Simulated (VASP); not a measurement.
Calculation: MS2 meta-GGA, VASP's PBE PAW potentials (set 64) (plane waves; VASP).

VASP input:

**INCAR**
```
EDIFFG  =  -0.02   ! ionic stop
SYSTEM  =  Se
ALGO  =  Normal   ! blocked Davidson
METAGGA  =  MS2
IBRION  =  2   ! conjugate gradients
LMAXMIX  =  4
LREAL  =  F   ! projection in real space or not
ENCUT  =  520   ! plane-wave cut-off (eV)
ISIF  =  3
EDIFF  =  1E-6   ! SCF stop (eV)
LMIXTAU  =  T
ISMEAR  =  0
NSW  =  60
NELM  =  100   ! most electronic steps
LWAVE  =  F
SIGMA  =  0.05
LCHARG  =  F
PREC  =  Accurate
LASPH  =  T   ! aspherical one-centre terms
```

KPOINTS:
```
Regular mesh
0
Gamma
 5 5 4
0 0 0
```

POSCAR:
```
Se
1.0
  2.2463472089  -3.8907874820   0.0000000000
  2.2463472089   3.8907874820   0.0000000000
  0.0000000000   0.0000000000   4.9675617573
Se
3
direct
  0.0000000000   0.2187454075   0.6666670000
  0.7812545925   0.7812545925   0.0000000000
  0.2187454075   0.0000000000   0.3333330000
```

POTCAR, in this order: Se (PBE.64 set). Program: vasp_std.

Output of the run:

OSZICAR:
```
       N       E                     dE             d eps       ncg     rms          rms(c)
DAV:   1     0.706525094245E+02    0.70653E+02   -0.70168E+03   442   0.109E+03
DAV:   2    -0.165459227956E+02   -0.87198E+02   -0.83521E+02   581   0.174E+02
DAV:   3    -0.217933683820E+02   -0.52474E+01   -0.52201E+01   527   0.502E+01
DAV:   4    -0.218331798550E+02   -0.39811E-01   -0.39762E-01   527   0.489E+00
DAV:   5    -0.218335151782E+02   -0.33532E-03   -0.33529E-03   537   0.435E-01    0.845E+00
DAV:   6    -0.144238930006E+02    0.74096E+01   -0.35015E+00   442   0.238E+01    0.405E+00
DAV:   7    -0.130327865284E+02    0.13911E+01   -0.20431E+00   442   0.145E+01    0.125E+00
DAV:   8    -0.131909472043E+02   -0.15816E+00   -0.17739E-01   462   0.446E+00    0.980E-01
DAV:   9    -0.132446429339E+02   -0.53696E-01   -0.27091E-01   442   0.571E+00    0.864E-01
DAV:  10    -0.131865822990E+02    0.58061E-01   -0.33397E-01   442   0.686E+00    0.272E-01
DAV:  11    -0.131953444487E+02   -0.87621E-02   -0.61609E-03   512   0.908E-01    0.139E-01
DAV:  12    -0.131966769461E+02   -0.13325E-02   -0.22085E-03   472   0.588E-01    0.111E-01
DAV:  13    -0.131955119931E+02    0.11650E-02   -0.26655E-03   462   0.593E-01    0.101E-01
DAV:  14    -0.131974344123E+02   -0.19224E-02   -0.41957E-03   447   0.768E-01    0.181E-01
DAV:  15    -0.131976846118E+02   -0.25020E-03   -0.27141E-04   517   0.213E-01    0.118E-01
DAV:  16    -0.131977688067E+02   -0.84195E-04   -0.53878E-05   482   0.804E-02    0.629E-02
DAV:  17    -0.131977871524E+02   -0.18346E-04   -0.21203E-05   507   0.507E-02    0.171E-02
DAV:  18    -0.131978011012E+02   -0.13949E-04   -0.14447E-05   452   0.417E-02    0.198E-02
DAV:  19    -0.131978035195E+02   -0.24183E-05   -0.92740E-06   462   0.337E-02    0.128E-02
DAV:  20    -0.131978079093E+02   -0.43899E-05   -0.29851E-06   414   0.225E-02    0.116E-02
DAV:  21    -0.131978076309E+02    0.27839E-06   -0.31730E-07   241   0.552E-03
   1 F= -.13197808E+02 E0= -.13197808E+02  d E =-.131978E+02
```

File OUTCAR:
```
------------------------ aborting loop because EDIFF is reached ----------------------------------------
  FORCE on cell =-STRESS in cart. coord.  units (eV):
  Direction    XX          YY          ZZ          XY          YZ          ZX
  --------------------------------------------------------------------------------------
  Total        0.0563434      0.0563434     -0.0302312      0.0000000      0.0000000      0.0000000
  in kB        1.0395999      1.0395998     -0.5577999      0.0000000      0.0000000      0.0000000
  external PRESSURE =       0.5071333 kB  Pullay stress =       0.0000000 kB
  volume of cell :       86.83
      direct lattice vectors                 reciprocal lattice vectors
     2.246347209 -3.890787482  0.000000000     0.222583578 -0.128508689  0.000000000
     2.246347209  3.890787482  0.000000000     0.222583578  0.128508689  0.000000000
     0.000000000  0.000000000  4.967561757     0.000000000  0.000000000  0.201306003
 POSITION                                       TOTAL-FORCE (eV/Angst)
 -----------------------------------------------------------------------------------
      0.49138      0.85109      3.31171        -0.002824     -0.004891     -0.000000
      3.50994      0.00000      0.00000         0.005647      0.000000     -0.000000
      0.49138     -0.85109      1.65585        -0.002824      0.004891      0.000000
 -----------------------------------------------------------------------------------
    total drift:                               -0.000196     -0.000447      0.000007
  FREE ENERGIE OF THE ION-ELECTRON SYSTEM (eV)
  ---------------------------------------------------
  free  energy   TOTEN  =       -13.1978076309 eV

  energy  without entropy=      -13.1978076309  energy(sigma->0) =      -13.19780763

 reached required accuracy - stopping structural energy minimisation
```
(Selected blocks of OUTCAR.)

The compound is Se in the trig structure. It was relaxed first, which changed the volume by +6 %. The start is the result of an earlier pass.
